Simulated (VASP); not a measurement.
An input for Ansatz (written as the equivalent of a VASP run, and not itself run):

Ansatz 0.2 input:
```yaml
crystal:
  lattice:
    - [-1.5373221, 1.5373221, 3.7516054]
    - [1.5373221, -1.5373221, 3.7516054]
    - [1.5373221, 1.5373221, -3.7516054]
  atoms:
    - { symbol: Si, position: [0.6647110, 0.6647110, 1.0000000] }
    - { symbol: Si, position: [0.3352890, 0.3352890, 0.0000000] }
    - { symbol: Mo, position: [0.0000000, 0.0000000, 0.0000000] }
kpoints:
  mp_grid: { grid: [12, 12, 12] }
hamiltonian:
  xc: r2scan
  pseudopotentials: { kind: paw }
scf:
  occupations: { method: methfessel_paxton, width: 0.1 }
  max_iter: 100
output: { forces: true, stress: true, eigenvalues: true }
```

Translate this input to VASP (INCAR, KPOINTS, POSCAR, choice of POTCAR).

One answer among several that fit: 
POSCAR:
```
MoSi2
1
   -1.5373220733     1.5373220733     3.7516054319
    1.5373220733    -1.5373220733     3.7516054319
    1.5373220733     1.5373220733    -3.7516054319
Si Mo
2 1
Direct
  0.6647109855   0.6647109855   1.0000000000
  0.3352890145   0.3352890145   0.0000000000
  0.0000000000   0.0000000000   0.0000000000
```

### KPOINTS
```
Automatic mesh
0
Gamma
12 12 12
0 0 0
```

### INCAR
```
! general
SYSTEM  = MoSi2
PREC    = Accurate
ENCUT   = 480   ! plane-wave cut-off (eV)
LREAL   = .FALSE.   ! projection in real space or not
LASPH   = .TRUE.   ! aspherical one-centre terms

! electronic loop
EDIFF   = 1E-7   ! SCF stop (eV)
NELM    = 100   ! most electronic steps
ALGO    = Normal   ! blocked Davidson
LMAXMIX = 4
LMIXTAU = .TRUE.

! smearing
ISMEAR  = 1   ! Methfessel-Paxton
SIGMA   = 0.1   ! width (eV)

! functional
METAGGA = R2SCAN

! ions
ISIF    = 2

! output
LWAVE   = .FALSE.
LCHARG  = .FALSE.
```

POTCAR, in this order: Si Mo_sv (PBE.64 set). Program: vasp_std.

What does not carry over: each code has its own PAW files, so the cut-off isn't converted (ENCUT is set for VASP's; basis.ecutwfc is left out, and Ansatz then takes the one that its files recommend); Ansatz stops its SCF on the density residual and VASP on the energy change (EDIFF).

The compound is MoSi2 in the MoSi2 type structure. This cell was strained or had an atom moved on purpose.
